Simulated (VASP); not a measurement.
Data:

```
CELL_PARAMETERS angstrom
     -2.52071     2.52071     2.52071
      2.52071    -2.52071     2.52071
      2.52071     2.52071    -2.52071
ATOMIC_POSITIONS crystal
  K  0.00000 0.00000 0.00000
```

These are LDA (Ceperley-Alder, Perdew-Zunger), VASP's LDA PAW potentials (set 64) (plane waves; VASP) values and carry that method's errors. Run with 400 eV cut-off, 9×9×9 Γ-centred mesh, first-order Methfessel-Paxton smearing of 0.10 eV, potentials K_sv.

Task: What does the run give for the energy per atom (σ→0), band gap (on the k-mesh) with the smallest direct gap where there is one?

Result: 
band gap (on the k-mesh): none (metal, semimetal or under 0.01 eV)
energy per atom (σ→0): -1.168 eV/atom

Total energies compare only between runs with the same potentials, cut-off and functional.

The compound is K in the bcc structure. It was relaxed first, which changed the volume by -13 %. The start is the result of an earlier pass.
